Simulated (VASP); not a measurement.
Output of a VASP run:

OSZICAR:
```
       N       E                     dE             d eps       ncg     rms          rms(c)
DAV:   1     0.256243815370E+03    0.25624E+03   -0.24045E+04   920   0.187E+03
DAV:   2    -0.412339512794E+02   -0.29748E+03   -0.29127E+03  1189   0.378E+02
DAV:   3    -0.541016995684E+02   -0.12868E+02   -0.12844E+02  1182   0.779E+01
DAV:   4    -0.543748377889E+02   -0.27314E+00   -0.27305E+00  1352   0.993E+00
DAV:   5    -0.543803880070E+02   -0.55502E-02   -0.55499E-02  1217   0.964E-01    0.707E+01
DAV:   6    -0.478836034516E+02    0.64968E+01   -0.39727E+01  1060   0.384E+01    0.603E+01
DAV:   7    -0.476983951693E+02    0.18521E+00   -0.24320E+00  1214   0.106E+01    0.340E+01
DAV:   8    -0.476448190481E+02    0.53576E-01   -0.17522E-01  1205   0.354E+00    0.412E+00
DAV:   9    -0.476369838933E+02    0.78352E-02   -0.56109E-02  1131   0.155E+00    0.183E+00
DAV:  10    -0.476361758868E+02    0.80801E-03   -0.80791E-03  1158   0.589E-01    0.436E-01
DAV:  11    -0.476361143304E+02    0.61556E-04   -0.80684E-04  1166   0.191E-01    0.600E-02
DAV:  12    -0.476361109226E+02    0.34078E-05   -0.77360E-05  1227   0.564E-02    0.119E-01
DAV:  13    -0.476361104356E+02    0.48692E-06   -0.50967E-06  1103   0.157E-02
   1 F= -.45506405E+02 E0= -.45506405E+02  d E =-.455064E+02
```

### OUTCAR
```
------------------------ aborting loop because EDIFF is reached ----------------------------------------
  FORCE on cell =-STRESS in cart. coord.  units (eV):
  Direction    XX          YY          ZZ          XY          YZ          ZX
  --------------------------------------------------------------------------------------
  Total        2.0964829      2.0964829      2.0964829     -0.0000000     -0.0000000      0.0000000
  in kB       49.2200274     49.2200274     49.2200274     -0.0000000     -0.0000000      0.0000000
  external PRESSURE =      -0.7799726 kB  Pullay stress =      50.0000000 kB
  volume of cell :       68.24
      direct lattice vectors                 reciprocal lattice vectors
     4.086517378  0.000000000  0.000000000     0.244707145  0.000000000  0.000000000
     0.000000000  4.086517378  0.000000000     0.000000000  0.244707145  0.000000000
     0.000000000  0.000000000  4.086517378     0.000000000  0.000000000  0.244707145
 POSITION                                       TOTAL-FORCE (eV/Angst)
 -----------------------------------------------------------------------------------
      0.00000      0.00000      0.00000         0.000000      0.000000      0.000000
      2.04326      2.04326      2.04326         0.000000      0.000000      0.000000
      2.04326      0.00000      2.04326         0.000000      0.000000      0.000000
      0.00000      2.04326      2.04326         0.000000      0.000000      0.000000
      2.04326      2.04326      0.00000         0.000000      0.000000      0.000000
 -----------------------------------------------------------------------------------
    total drift:                                0.000000      0.000000      0.000000
  FREE ENERGIE OF THE ION-ELECTRON SYSTEM (eV)
  ---------------------------------------------------
  free  energy   TOTEN  =       -47.6361104356 eV

  energy  without entropy=      -47.6361104356  energy(sigma->0) =      -47.63611044
  enthalpy is  TOTEN    =       -45.5064053285 eV   P V=        2.1297051071

 reached required accuracy - stopping structural energy minimisation
```
(Selected blocks of OUTCAR.)

File POSCAR:
```
BaHfO3
1
    4.0865173783    -0.0000000000     0.0000000000
    0.0000000000     4.0865173783    -0.0000000000
    0.0000000000     0.0000000000     4.0865173783
Ba Hf O
1 1 3
Direct
  0.0000000000   0.0000000000   0.0000000000
  0.5000000000   0.5000000000   0.5000000000
  0.5000000000   0.0000000000   0.5000000000
  0.0000000000   0.5000000000   0.5000000000
  0.5000000000   0.5000000000   0.0000000000
```

Question: Reconstruct the remaining input files.

Answer: This is not unique; one that fits is the input of the run itself, LDA (Ceperley-Alder, Perdew-Zunger), plane waves, VASP's LDA PAW potentials (set 64).

**KPOINTS**
```
kpoints
0
Gamma
  6 6 6
0 0 0
```

### INCAR
```
! general
SYSTEM  = BaHfO3
PREC    = Accurate
ENCUT   = 620
LREAL   = .FALSE.
LASPH   = .TRUE.

! electronic loop
EDIFF   = 1E-6
NELM    = 100
ALGO    = Normal
LMAXMIX = 6

! smearing
ISMEAR  = 0
SIGMA   = 0.05

! ions
IBRION  = 2
NSW     = 40
ISIF    = 3
EDIFFG  = -0.02
PSTRESS = 50

! output
LWAVE   = .FALSE.
LCHARG  = .FALSE.
```

POTCAR, in this order: Ba_sv Hf_pv O (LDA.64 set). Program: vasp_std.

The compound is BaHfO3 in the cubic perovskite structure. It was relaxed first under an external pressure of 5 GPa.
